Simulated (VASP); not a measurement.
Given:

```
CsI
1.0
    4.74631    -3.46853     0.00000
    4.74631     3.46853     0.00000
   -1.72274     0.00000    10.25070
Cs I
2 2
Direct
  0.00000   0.50000   0.00000
  0.50000   0.00000   0.50000
  0.58160   0.41840   0.25000
  0.41840   0.58160   0.75000
```

Level of theory: PBE GGA, VASP's PBE PAW potentials (set 64) (plane waves; VASP 6.6.1). Settings: 400 eV cut-off, 4×4×2 Γ-centred mesh, Gaussian smearing of 0.050 eV, potentials Cs_sv I.

Unless said otherwise, spin-orbit coupling is left out, though it shifts the bands of the heavy elements here.

### Question
Estimate the energy per atom (σ→0), band gap (on the k-mesh) with the smallest direct gap where there is one.

### Answer

- band gap (on the k-mesh) = 3.19 eV
- smallest direct gap (on the k-mesh) = 3.19 eV
- energy per atom (σ→0) = -2.626 eV/atom

The absolute energy has meaning only against runs of the same code, potentials and settings.

The structure was generated: CsI was put into the tenorite type (C2/c), which need not be its known phase. The cell was not relaxed at this level.
